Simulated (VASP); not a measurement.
RuSe (relaxed from the wurtzite structure, space group P6_3mc): computed properties

These are PBE GGA, VASP's PBE PAW potentials (set 64) (plane waves; VASP 6.6.1) values and carry that method's errors.

For RuSe, the space group is P6_3mc (186) and the cell is a = b = 3.741 Å, c = 6.834 Å, α = β = 90.00°, γ = 120.00°. The volume per atom is 20.71 Å³/atom. The band gap (over mesh and band path) is none (metal, semimetal or under 0.01 eV). The density is 7.22 g/cm³.

```cif
data_Ru2Se2
_chemical_formula_sum 'Ru2 Se2'
_space_group_name_H-M_alt 'P63mc'
_space_group_IT_number 186
_space_group_name_Hall 'P 6c -2c'
_cell_length_a 3.74104
_cell_length_b 3.74104
_cell_length_c 6.83443
_cell_angle_alpha 90.000
_cell_angle_beta 90.000
_cell_angle_gamma 120.000
loop_
_atom_site_label
_atom_site_type_symbol
_atom_site_symmetry_multiplicity
_atom_site_Wyckoff_symbol
_atom_site_fract_x
_atom_site_fract_y
_atom_site_fract_z
_atom_site_occupancy
Ru1 Ru 2 b 0.33333 0.66667 0.00824 1
Se1 Se 2 b 0.33333 0.66667 0.36676 1
```

The structure was generated: RuSe was put into the wurtzite type (P6_3mc), which need not be its known phase. It was relaxed first, which changed the volume by -29 %. Symmetry was kept, so distortions that lower it aren't found.
